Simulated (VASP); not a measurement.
The system is Ir.

```
CELL_PARAMETERS angstrom
0.00000 1.92696 1.92696
1.92696 0.00000 1.92696
1.92696 1.92696 0.00000
ATOMIC_POSITIONS crystal
Ir 0.00000 0.00000 0.00000
```

```yaml
Program: VASP 6.6.1
Task: relaxation of cell and atoms
Functional: RPBE
Potentials_or_basis: VASP PAW PBE potentials, release 64 (Ir)
Cutoff: 600 eV
k_mesh: 18 × 18 × 18
Occupations: gaussian, width 0.1 eV
Spin: no spin polarisation
```

At the start: pressure 9.4 GPa; volume 14.31 Å³/atom.

**Question.** How do energy, volume and symmetry change on relaxing?

**Answer.** Over 4 steps the energy falls by 10.8 meV/atom and the volume is 14.69 Å³/atom (+2.7 %); space group Fm-3m (No. 225, to 0.05 Å).

The path:
```tsv
step	energy change (eV)	largest force (eV/Å)	pressure (GPa)	volume (Å³)
1	0.0000	0.0000	9.38	14.31
2	0.1076	0.0000	-24.16	16.12
3	-0.0108	0.0000	-0.34	14.71
4	-0.0108	0.0000	-0.03	14.69
```

Final structure:
```
Ir
1.0
     0.00000    1.94401    1.94401
     1.94401    0.00000    1.94401
     1.94401    1.94401    0.00000
Ir
1
Cartesian
  0.0000 0.0000 0.0000
```

Caveat: the PAW data sets were made with another functional, which shifts forces and pressure a little.
